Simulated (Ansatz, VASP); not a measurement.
# SbP: VASP beside Ansatz, part 2 of 2

One calculation is typed for both programs; each brings its own data sets. How far apart do they land? The cell is generated by rule, not measured, and may not be a known phase. The cell is taken from a series of runs on this material, whose earlier steps may have relaxed, scaled, displaced or heated it; both programs get it as it stands.

VASP 6.6.1 and Ansatz 0.2.0.

So far. Step 5 (VASP: single point, LDA, pair 2): The run ends at a pressure of 0.15 GPa, with forces up to 0.26 eV/Å.

The structure was built from a prototype and need not be the compound's stable phase.

**6. Ansatz: single point, LDA, pair 2**

Level of this step: Ansatz beside VASP: Kohn-Sham DFT, plane waves, LDA (Ansatz).

The same cell, functional (in two slightly different forms), mesh and smearing now go to Ansatz, which takes its cutoff from its data sets.

The cell is taken from a series of runs on this material, whose earlier steps may have relaxed, scaled, displaced or heated it; both programs get it as it stands.

input.yaml

```yaml
crystal:
  lattice:
    - [0.0, 3.0787780828, 3.0787780828]
    - [-6.1575561657, 0.0, 0.0]
    - [0.0, -6.1575561657, 6.1575561657]
  atoms:
    - { symbol: Sb, position: [0.0, 0.0, -0.0080941117] }
    - { symbol: Sb, position: [0.0, 0.0, 0.5080941117] }
    - { symbol: Sb, position: [0.5, 0.4820529468, 0.25] }
    - { symbol: Sb, position: [0.5, 0.5179470532, 0.75] }
    - { symbol: P, position: [0.5, 0.75, 0.0126437119] }
    - { symbol: P, position: [0.5, 0.75, 0.4873562881] }
    - { symbol: P, position: [0.0, 0.2272637072, 0.25] }
    - { symbol: P, position: [0.0, 0.2727362928, 0.75] }
kpoints:
  mp_grid: { grid: [8, 6, 4] }
hamiltonian:
  xc: lda
scf:
  occupations: { method: methfessel_paxton, width: 0.15 }
output:
  forces: true
  stress: true
  eigenvalues: true
```

Run with:

```console
> ansatz run input.yaml --threads 4 --pin off --max-ram 7168MiB --backend cpu --events-out ev --progress --plain --runs-dir out
```

Numbers of over 12 decimals in the logs are rounded to 6 here.

What it wrote:

```text
[...]
Crystal: 8 atoms, lattice volume = 233.467 Å³
Basis set: ecut = 420 eV, 4547 PW (Γ)
Bands: 48, of which v1, the nominal top of the filled ones, is band 40 counted from 1 (39 counted from 0)
Symmetry: 4 space group operations
[...]
k-points: 60 of 192 (time reversal used)
[...]
k-point 0: bands = [... 36 lower, 4.5442, 5.8900, 6.0504, 6.0756, 6.1381, 7.3015, 7.3143, 7.3375, ... 4 higher]
  k-point 1: bands = [... 36 lower, 4.8719, 5.7645, 6.0229, 6.2091, 6.6900, 7.4082, 7.4161, 7.6943, ... 4 higher]
  k-point 2: bands = [... 36 lower, 5.3281, 5.3686, 6.0997, 6.1773, 7.6017, 7.6543, 7.7508, 7.8141, ... 4 higher]
  k-point 59: bands = [... 36 lower, 6.1270, 6.1845, 6.3722, 6.4656, 8.0747, 8.0812, 8.2931, 8.3512, ... 4 higher]
[key lines of the parts left out:]
SCF converged after 9 iterations
Free energy (F): -28243.028329 eV
Fermi energy:    6.761794 eV
P = ⅓ Tr σ = -0.0067 GPa (-0.067 kbar)
```

The run ends at a pressure of -0.01 GPa, with forces up to 0.26 eV/Å.

**7. Comparison**

What differs besides the data sets and the points named for the pairs above, as far as they apply: the data sets hold 80 valence electrons in Ansatz (on its default PAW (the set named soft_2) files) and 40 in VASP. Total energies have different zeros and are not compared.

The two programs side by side:

```tsv
quantity	Ansatz	VASP	difference
pressure (GPa)	-0.01	0.15	-0.16
```

Forces (eV/Å; atoms numbered as in POSCAR):

```tsv
atom	Ansatz x, y, z	VASP x, y, z
Sb1	0.047, 0.123, -0.123	0.046, 0.135, -0.135
Sb2	0.047, -0.123, 0.123	0.046, -0.135, 0.135
Sb3	0.255, 0.000, 0.000	0.262, 0.000, 0.000
Sb4	-0.236, 0.000, 0.000	-0.246, 0.000, 0.000
P5	0.005, -0.036, 0.036	0.006, -0.035, 0.035
P6	0.005, 0.036, -0.036	0.006, 0.035, -0.035
P7	0.037, 0.000, 0.000	0.033, 0.000, 0.000
P8	-0.161, 0.000, 0.000	-0.153, 0.000, 0.000
```

The forces differ by 5.8 meV/Å r.m.s., which is 5.9 % of the r.m.s. force of 0.099 eV/Å (both taken over all components).

**8. VASP: single point, LDA, pair 3**

A single point gives forces, pressure and levels at one fixed geometry, so differences don't come from the geometry; what else differs is listed under the comparison.

INCAR

```
SYSTEM = SbP
PREC = Accurate
ENCUT = 500
EDIFF = 1E-06
NELM = 120
ISMEAR = 1
SIGMA = 0.15
LREAL = .FALSE.
ALGO = Normal
GGA = CA
NBANDS = 28
LORBIT = 11
LWAVE = .FALSE.
LCHARG = .FALSE.
ISIF = 2
LASPH = .TRUE.
GGA_COMPAT = .FALSE.
KPAR = 2
```

POSCAR

```
SbP
1.0
    0.0000000000      3.0787780828      3.0787780828
   -6.1575561657      0.0000000000      0.0000000000
    0.0000000000     -6.1575561657      6.1575561657
Sb P
4 4
Direct
    0.0000000000      0.0000000000      0.9872806815
    0.0000000000      0.0000000000      0.5127193185
    0.5000000000      0.4717974878      0.2500000000
    0.5000000000      0.5282025122      0.7500000000
    0.5000000000      0.7500000000      0.0198686902
    0.5000000000      0.7500000000      0.4801313098
    0.0000000000      0.2142715399      0.2500000000
    0.0000000000      0.2857284601      0.7500000000
```

KPOINTS

```
Automatic mesh
0
Gamma
8 6 4
0 0 0
```

The projector-augmented-wave data sets are Sb and P (LDA family, release 64).

Run with:

```console
> mpirun -np 2 vasp_std
```

What it wrote:

```text
[... set-up lines as in an earlier step ...]
 entering main loop
       N       E                     dE             d eps       ncg     rms          rms(c)
DAV:   1     0.192200237047E+03    0.19220E+03   -0.13717E+04  3360   0.110E+03
DAV:   2    -0.196798444635E+02   -0.21188E+03   -0.20638E+03  4128   0.184E+02
DAV:   3    -0.395633267194E+02   -0.19883E+02   -0.19415E+02  4212   0.599E+01
DAV:   4    -0.401589912499E+02   -0.59566E+00   -0.58881E+00  4332   0.107E+01
[...]
DAV:  11    -0.392993698598E+02    0.57527E-05   -0.84687E-05  3928   0.349E-02    0.125E-02
DAV:  12    -0.392993673622E+02    0.24976E-05   -0.16535E-05  4008   0.183E-02    0.901E-03
DAV:  13    -0.392993674062E+02   -0.44004E-07   -0.17364E-06  2284   0.570E-03
   1 F= -.39299367E+02 E0= -.39297092E+02  d E =-.682531E-02
```

From OUTCAR (step 8):

```text
  Total       -0.0646863     -0.6111736     -0.6111736      0.0000000     -0.2353026      0.0000000
  in kB       -0.4439130     -4.1942088     -4.1942088      0.0000000     -1.6147758      0.0000000
  external PRESSURE =      -2.9441102 kB  Pullay stress =       0.0000000 kB

 POSITION                                       TOTAL-FORCE (eV/Angst)
 -----------------------------------------------------------------------------------
      0.00000     -6.07924      6.07924         0.082757      0.162100     -0.162100
      0.00000     -3.15710      3.15710         0.082757     -0.162100      0.162100
     -2.90512     -0.00000      3.07878         0.363331      0.000000      0.000000
     -3.25244     -3.07878      6.15756        -0.368915     -0.000000     -0.000000
     -4.61817      1.41705      1.66173         0.027664      0.002323     -0.002323
     -4.61817     -1.41705      4.49582         0.027664     -0.002323      0.002323
     -1.31939     -1.53939      1.53939        -0.033552     -0.000000     -0.000000
     -1.75939     -4.61817      4.61817        -0.181706      0.000000      0.000000
 -----------------------------------------------------------------------------------
    total drift:                               -0.000053     -0.000000      0.000000

  FREE ENERGIE OF THE ION-ELECTRON SYSTEM (eV)
  ---------------------------------------------------
  free  energy   TOTEN  =       -39.2993674062 eV

  energy  without entropy=      -39.2925420940  energy(sigma->0) =      -39.29709230

[... 2 parts as in an earlier step ...]

[... 1 further part left out ...]
[key lines of the parts left out:]
E-fermi :   5.0767
```

The run ends at a pressure of -0.29 GPa, with forces up to 0.37 eV/Å.

**9. Ansatz: single point, LDA, pair 3**

The same cell, functional (in two slightly different forms), mesh and smearing now go to Ansatz, which takes its cutoff from its data sets.

The cell is taken from a series of runs on this material, whose earlier steps may have relaxed, scaled, displaced or heated it; both programs get it as it stands.

input.yaml, the sections that differ from step 6:

```yaml
crystal:
  lattice:
    - [0.0, 3.0787780828, 3.0787780828]
    - [-6.1575561657, 0.0, 0.0]
    - [0.0, -6.1575561657, 6.1575561657]
  atoms:
    - { symbol: Sb, position: [0.0, 0.0, -0.0127193185] }
    - { symbol: Sb, position: [0.0, 0.0, 0.5127193185] }
    - { symbol: Sb, position: [0.5, 0.4717974878, 0.25] }
    - { symbol: Sb, position: [0.5, 0.5282025122, 0.75] }
    - { symbol: P, position: [0.5, 0.75, 0.0198686902] }
    - { symbol: P, position: [0.5, 0.75, 0.4801313098] }
    - { symbol: P, position: [0.0, 0.2142715399, 0.25] }
    - { symbol: P, position: [0.0, 0.2857284601, 0.75] }
# kpoints, hamiltonian, scf, output: as in step 6
```

Run with:

```console
> ansatz run input.yaml --threads 4 --pin off --max-ram 7168MiB --backend cpu --events-out ev --progress --plain --runs-dir out
```

What it wrote:

```text
[...]
Crystal: 8 atoms, lattice volume = 233.467 Å³
Basis set: ecut = 420 eV, 4547 PW (Γ)
Bands: 48, of which v1, the nominal top of the filled ones, is band 40 counted from 1 (39 counted from 0)
Symmetry: 4 space group operations
[...]
k-points: 60 of 192 (time reversal used)
[...]
k-point 0: bands = [... 36 lower, 4.5795, 5.8264, 6.0004, 6.0321, 6.1861, 7.2890, 7.3150, 7.3668, ... 4 higher]
  k-point 1: bands = [... 36 lower, 4.9145, 5.7769, 5.9600, 6.1916, 6.6451, 7.4132, 7.4368, 7.6675, ... 4 higher]
  k-point 2: bands = [... 36 lower, 5.3471, 5.4271, 6.0286, 6.1436, 7.5592, 7.6180, 7.7987, 7.8645, ... 4 higher]
  k-point 59: bands = [... 36 lower, 6.0214, 6.0957, 6.3901, 6.5567, 7.9690, 7.9853, 8.2839, 8.3891, ... 4 higher]
[key lines of the parts left out:]
SCF converged after 9 iterations
Free energy (F): -28243.100408 eV
Fermi energy:    6.737416 eV
P = ⅓ Tr σ = -0.4495 GPa (-4.495 kbar)
```

The run ends at a pressure of -0.45 GPa, with forces up to 0.35 eV/Å.

**10. Side by side**

What differs besides the data sets and the points named for the pairs above, as far as they apply: the data sets hold 80 valence electrons in Ansatz (on its default PAW (the set named soft_2) files) and 40 in VASP. Total energies have different zeros and are not compared.

Compared:

```tsv
quantity	Ansatz	VASP	difference
pressure (GPa)	-0.45	-0.29	-0.16
```

Forces (eV/Å; atoms numbered as in POSCAR):

```tsv
atom	Ansatz x, y, z	VASP x, y, z
Sb1	0.086, 0.145, -0.145	0.083, 0.162, -0.162
Sb2	0.086, -0.145, 0.145	0.083, -0.162, 0.162
Sb3	0.351, 0.000, 0.000	0.363, 0.000, 0.000
Sb4	-0.354, 0.000, 0.000	-0.369, 0.000, 0.000
P5	0.027, 0.001, -0.001	0.028, 0.002, -0.002
P6	0.027, -0.001, 0.001	0.028, -0.002, 0.002
P7	-0.031, 0.000, 0.000	-0.034, 0.000, 0.000
P8	-0.192, 0.000, 0.000	-0.182, 0.000, 0.000
```

The forces differ by 8.5 meV/Å r.m.s., which is 6.4 % of the r.m.s. force of 0.133 eV/Å (both taken over all components).

**11. Outcome**

```
r.m.s. force difference (single point, LDA, pair 1) : 3.5 meV/Å
r.m.s. force difference (single point, LDA, pair 2) : 5.8 meV/Å
r.m.s. force difference (single point, LDA, pair 3) : 8.5 meV/Å
```

**Reading.** The r.m.s. force difference is 8.5 meV/Å (single point, LDA, pair 3), within the 12 meV/Å picked in this series as the mark of a large difference. The data sets hold unlike numbers of valence electrons (80 in Ansatz and 40 in VASP), so part of the differences comes from the potentials. 5 further runs of this series are not shown here. How closely two codes agree says nothing of how well the functional describes the real material.

[Lines on the potential files, build, host, timing and source positions are cut from VASP's logs without a mark.]

[Logs are printed without paths, hosts, clocks, repeated set-up lines and the standing remarks that a program may print on its own settings, such as how far it seeks lower states.]

[Hosts, paths, dates, database ids (printed as entryN), source tags and the programs' standing remarks are cut or masked in the printed files.]
